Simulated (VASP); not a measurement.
Data:

```xyz
1
Lattice="0.0000 1.8908 1.8908 1.8908 0.0000 1.8908 1.8908 1.8908 0.0000" Properties=species:S:1:pos:R:3 pbc="T T T"
Ir     0.0000     0.0000     0.0000
```

The numbers are results of rev-vdW-DF2, VASP's PBE PAW potentials (set 64) (plane waves; VASP), not measurements. Settings: 520 eV cut-off, 16×16×16 Γ-centred mesh, first-order Methfessel-Paxton smearing of 0.10 eV, potentials Ir.

Unless said otherwise, spin-orbit coupling is left out, though it shifts the bands of the heavy elements here.

Task: Predict the energy per atom (σ→0), pressure, band gap (on the k-mesh) with the smallest direct gap where there is one.

Result: 
```yaml
band gap (on the k-mesh): none (metal, semimetal or under 0.01 eV)
energy per atom (σ→0): -649.7 kJ/mol-atom
pressure: 26.81 GPa
```

The compound is Ir in the fcc structure. This cell is one point of a volume scan, at 0.94 of the reference volume.
